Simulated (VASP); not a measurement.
Ru (hcp): the lattice constant c from VASP (plane waves, PAW) at several levels of theory. Static lattice.  The measured value holds thermal and zero-point effects that the static calculation lacks.

```json
[
 {"level": "LDA", "lattice constant c (Å)": "4.221", "error against measurement": "-1.4 %"},
 {"level": "PBE", "lattice constant c (Å)": "4.301", "error against measurement": "+0.5 %"},
 {"level": "PBEsol", "lattice constant c (Å)": "4.256", "error against measurement": "-0.6 %"},
 {"level": "RPBE", "lattice constant c (Å)": "4.321", "error against measurement": "+0.9 %"},
 {"level": "AM05", "lattice constant c (Å)": "4.235", "error against measurement": "-1.1 %"},
 {"level": "PBE-D3(BJ)", "lattice constant c (Å)": "4.270", "error against measurement": "-0.3 %"},
 {"level": "PBE-D4", "lattice constant c (Å)": "4.277", "error against measurement": "-0.1 %"},
 {"level": "optB88-vdW", "lattice constant c (Å)": "4.303", "error against measurement": "+0.5 %"},
 {"level": "rev-vdW-DF2", "lattice constant c (Å)": "4.282", "error against measurement": "+0.0 %"},
 {"level": "SCAN", "lattice constant c (Å)": "4.255", "error against measurement": "-0.6 %"},
 {"level": "r2SCAN", "lattice constant c (Å)": "4.277", "error against measurement": "-0.1 %"},
 {"level": "r2SCAN+rVV10", "lattice constant c (Å)": "4.269", "error against measurement": "-0.3 %"}
]
```

Measured: 4.282 Å at 293 K (as given by Wikipedia, Ruthenium (infobox)).

The cell of the LDA run:

```cif
data_Ru2
_chemical_formula_sum 'Ru2'
_space_group_name_H-M_alt 'P 1'
_space_group_IT_number 1
_cell_length_a 2.67969
_cell_length_b 2.67969
_cell_length_c 4.22108
_cell_angle_alpha 90.000
_cell_angle_beta 90.000
_cell_angle_gamma 120.000
loop_
_space_group_symop_operation_xyz
  'x, y, z'
loop_
_atom_site_label
_atom_site_type_symbol
_atom_site_fract_x
_atom_site_fract_y
_atom_site_fract_z
_atom_site_occupancy
Ru1 Ru 0.33333 0.66667 0.25000 1
Ru2 Ru 0.66667 0.33333 0.75000 1
```

Only levels that ran to the end are used. Left out are those held back, those with too coarse a band path, GW runs whose mesh misses a band edge, hybrids' fits of cells that aren't cubic and levels without matching references; a question may draw on a part of the rest.

The compound is Ru in the hcp structure.
